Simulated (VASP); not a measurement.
Output of a VASP run:

### OSZICAR
```
...
DAV:  13    -0.259022486107E+02   -0.43763E-03   -0.25445E-03  4672   0.543E-01    0.358E-02
DAV:  14    -0.259019188791E+02    0.32973E-03   -0.46544E-04  5096   0.205E-01    0.878E-03
DAV:  15    -0.259018891128E+02    0.29766E-04   -0.10481E-04  4472   0.124E-01    0.634E-03
DAV:  16    -0.259019334651E+02   -0.44352E-04   -0.22420E-05  4864   0.470E-02    0.782E-03
DAV:  17    -0.259019322586E+02    0.12065E-05   -0.90569E-07  2936   0.916E-03    0.611E-03
DAV:  18    -0.259019280978E+02    0.41608E-05   -0.38530E-06  3088   0.226E-02    0.243E-03
DAV:  19    -0.259019309834E+02   -0.28855E-05   -0.48998E-07  2112   0.912E-03    0.208E-03
DAV:  20    -0.259019306376E+02    0.34574E-06   -0.20803E-07  2120   0.550E-03
   1 F= -.24819866E+02 E0= -.24820234E+02  d E =-.248199E+02
       N       E                     dE             d eps       ncg     rms          rms(c)
DAV:   1    -0.275922884087E+02   -0.16904E+01   -0.48860E+01  4712   0.101E+02    0.112E+01
DAV:   2    -0.259260175563E+02    0.16663E+01   -0.86869E+00  5488   0.380E+01    0.418E+00
DAV:   3    -0.257903194278E+02    0.13570E+00   -0.18978E+00  4872   0.946E+00    0.135E+00
DAV:   4    -0.258096529775E+02   -0.19334E-01   -0.21049E-01  4984   0.461E+00    0.692E-01
DAV:   5    -0.257665202588E+02    0.43133E-01   -0.35809E-01  6504   0.573E+00    0.465E-01
DAV:   6    -0.258087289272E+02   -0.42209E-01   -0.58836E-02  3920   0.296E+00    0.451E-01
DAV:   7    -0.258213137734E+02   -0.12585E-01   -0.40976E-02  4528   0.247E+00    0.475E-01
DAV:   8    -0.258148576482E+02    0.64561E-02   -0.33139E-02  4528   0.217E+00    0.397E-02
DAV:   9    -0.258156941258E+02   -0.83648E-03   -0.27620E-03  6224   0.380E-01    0.891E-02
DAV:  10    -0.258159739544E+02   -0.27983E-03   -0.44176E-04  5224   0.163E-01    0.849E-02
DAV:  11    -0.258160416524E+02   -0.67698E-04   -0.13526E-04  3896   0.166E-01    0.390E-03
DAV:  12    -0.258160340275E+02    0.76249E-05   -0.16499E-05  5816   0.424E-02    0.865E-03
DAV:  13    -0.258160342528E+02   -0.22528E-06   -0.48184E-07  2168   0.109E-02
   2 F= -.24817270E+02 E0= -.24817916E+02  d E =0.259560E-02
       N       E                     dE             d eps       ncg     rms          rms(c)
DAV:   1    -0.263508985570E+02   -0.53486E+00   -0.13110E+01  4544   0.558E+01    0.548E+00
DAV:   2    -0.259229590182E+02    0.42794E+00   -0.29414E+00  5720   0.205E+01    0.224E+00
DAV:   3    -0.258832861170E+02    0.39673E-01   -0.51724E-01  4856   0.436E+00    0.504E-01
DAV:   4    -0.258625859360E+02    0.20700E-01   -0.71646E-02  4848   0.296E+00    0.336E-01
DAV:   5    -0.258690184508E+02   -0.64325E-02   -0.59040E-02  4784   0.279E+00    0.897E-02
DAV:   6    -0.258818113519E+02   -0.12793E-01   -0.32661E-02  4920   0.126E+00    0.241E-01
DAV:   7    -0.258820675252E+02   -0.25617E-03   -0.12029E-03  4296   0.377E-01    0.170E-01
DAV:   8    -0.258821514113E+02   -0.83886E-04   -0.12822E-04  4016   0.151E-01    0.106E-01
DAV:   9    -0.258822437503E+02   -0.92339E-04   -0.11696E-04  4264   0.115E-01    0.458E-02
DAV:  10    -0.258823121838E+02   -0.68433E-04   -0.56917E-05  5056   0.704E-02    0.286E-02
DAV:  11    -0.258822792374E+02    0.32946E-04   -0.45015E-05  4088   0.710E-02    0.326E-03
DAV:  12    -0.258822918419E+02   -0.12604E-04   -0.49652E-06  3976   0.164E-02    0.296E-03
DAV:  13    -0.258822895388E+02    0.23030E-05   -0.80942E-07  2040   0.133E-02    0.107E-03
DAV:  14    -0.258822903086E+02   -0.76979E-06   -0.23134E-07  1968   0.622E-03
   3 F= -.24841346E+02 E0= -.24841851E+02  d E =-.214807E-01
```

**OUTCAR**
```
------------------------ aborting loop because EDIFF is reached ----------------------------------------
  FORCE on cell =-STRESS in cart. coord.  units (eV):
  Direction    XX          YY          ZZ          XY          YZ          ZX
  --------------------------------------------------------------------------------------
  Total        1.0274658      1.0274658      1.0286618      0.0000000      0.0000000      0.0000000
  in kB       49.3526002     49.3526025     49.4100490      0.0000000      0.0000000      0.0000000
  external PRESSURE =      -0.6282494 kB  Pullay stress =      50.0000000 kB
  volume of cell :       33.36
      direct lattice vectors                 reciprocal lattice vectors
     1.450395631 -2.512158981  0.000000000     0.344733526 -0.199031990 -0.000000000
     1.450395631  2.512158981 -0.000000000     0.344733526  0.199031990 -0.000000000
     0.000000000  0.000000000  4.577246567     0.000000000  0.000000000  0.218471954
 POSITION                                       TOTAL-FORCE (eV/Angst)
 -----------------------------------------------------------------------------------
      1.45040      0.83739      1.14431         0.000000     -0.000000      0.000000
      1.45040     -0.83739      3.43293        -0.000000      0.000000      0.000000
 -----------------------------------------------------------------------------------
    total drift:                               -0.000000      0.001055     -0.000020
  FREE ENERGIE OF THE ION-ELECTRON SYSTEM (eV)
  ---------------------------------------------------
  free  energy   TOTEN  =       -25.8822903086 eV

  energy  without entropy=      -25.8838035360  energy(sigma->0) =      -25.88279472
  enthalpy is  TOTEN    =       -24.8413463999 eV   P V=        1.0409439088

 reached required accuracy - stopping structural energy minimisation
```
(Selected blocks of OUTCAR.)

### POSCAR
```
Ti
1
    1.4692271718    -2.5447761676     0.0000000000
    1.4692271718     2.5447761676     0.0000000000
    0.0000000000     0.0000000000     4.6368748320
Ti
2
Direct
  0.3333330000   0.6666670000   0.2500000000
  0.6666670000   0.3333330000   0.7500000000
```

Write an INCAR and KPOINTS that could have produced this output.

One answer among several that fit: the input of the run itself, r2SCAN meta-GGA, plane waves, VASP's PBE PAW potentials (set 64).

INCAR:
```
SYSTEM = Ti
PREC = Accurate
ENCUT = 500
EDIFF = 1E-6
NELM = 100
ALGO = Normal
LREAL = .FALSE.
LASPH = .TRUE.
ISMEAR = 1
SIGMA = 0.1
METAGGA = R2SCAN
LMIXTAU = .TRUE.
LMAXMIX = 4
LWAVE = .FALSE.
LCHARG = .FALSE.
IBRION = 2
ISIF = 3
NSW = 40
EDIFFG = -0.02
PSTRESS = 50
```

### KPOINTS
```
Automatic mesh
0
Gamma
14 14 8
0 0 0
```

POTCAR, in this order: Ti_sv (PBE.64 set). Program: vasp_std.

Energy and stress use the plane-wave basis of the starting cell.

The compound is Ti in the hcp structure. This run relaxes it under an external pressure of 5 GPa. Symmetry was kept, so distortions that lower it aren't found.
